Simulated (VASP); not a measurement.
Input:

```
CELL_PARAMETERS angstrom
      0.00000     2.73373     2.73373
      2.73373     0.00000     2.73373
      2.73373     2.73373     0.00000
ATOMIC_POSITIONS crystal
  Ce 0.00000 0.00000 0.00000
  O  0.25000 0.25000 0.25000
  O  0.75000 0.75000 0.75000
```

These are PBEsol GGA, VASP's PBE PAW potentials (set 64) (plane waves; VASP) values and carry that method's errors. Run with 400 eV cut-off, 10×10×10 Γ-centred mesh, Gaussian smearing of 0.050 eV, potentials Ce O.

At this cut-off the stress carries a Pulay error, which pulls relaxed volumes low.

**Question.** Estimate the energy per atom (σ→0), pressure.

**Answer.** 
```json
{
  "energy per atom (σ→0)": "-9.184 eV/atom",
  "pressure": "-11.83 GPa"
}
```

Only differences to runs with the same potentials and settings are physical.

The structure comes from a computed database's CeO2 entry; how it stands against other phases isn't given here. The cell was not relaxed at this level. The run is not spin-polarised, so no magnetic state was tried.
